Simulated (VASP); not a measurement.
# ZnHgPd: single point with PBE

Crystal: ZnHgPd.

```
Zn Pd Hg
1.0
     5.08648   -0.39785    0.36228
    -0.02750    6.34112   -1.19327
    -0.47892   -0.01474    6.39723
Zn Pd Hg
3 3 3
Direct
  0.05163 0.28414 0.01956
  0.45721 0.04594 0.94121
  0.84722 0.96021 0.21153
  0.96608 0.45073 0.47154
  0.56746 0.44334 0.79691
  0.39369 0.16304 0.39964
  0.09469 0.67777 0.90857
  0.79012 0.86250 0.60961
  0.39391 0.70890 0.29620
```

The cell was built by a generator and needn't be a form met in nature.

* Program: VASP 6.6.1
* Task: single point
* Functional: PBE
* Potentials or basis: VASP PAW PBE potentials, release 64 (Zn, Pd, Hg)
* Cutoff: 520 eV
* k mesh: 3 × 3 × 3
* Occupations: fermi-dirac, width 0.05 eV
* Spin: no spin polarisation

The pressure is -7.7 GPa. The largest force is 0.897 eV/Å and the band gap on the k mesh is none (metal or under the smearing width).

Forces in eV/Å, atoms in the order of the input:
```
Zn  -0.016  0.153  0.331
Zn   0.195  0.701 -0.009
Zn   0.194  0.855  0.191
Pd   0.272 -0.338 -0.243
Pd  -0.121 -0.451  0.200
Pd   0.062 -0.051 -0.504
Hg  -0.080 -0.424 -0.523
Hg   0.050  0.179  0.382
Hg  -0.556 -0.624  0.175
```

Stress tensor (GPa, compression positive):
```
-8.42  0.22  1.15
 0.22 -8.03  0.03
 1.15  0.03 -6.71
```

Levels at points of the mesh, in eV from the Fermi level:
```tsv
k point	band 48	band 49	band 50	band 51	band 52	band 53	band 54	band 55
(0.00, 0.00, 0.00)	-1.02	-0.87	-0.76	0.10	0.14	0.74	0.84	2.53
```

Run time: 120 s on 1 thread of AMD EPYC 9R45 96-Core Processor (Zen 5), with other jobs on the host, peak memory 0.36 GiB.

Caveat: the k mesh is coarse (spacing up to 0.41 Å⁻¹), so the values aren't converged. The run has no spin-orbit coupling, so splittings on Hg are missing.
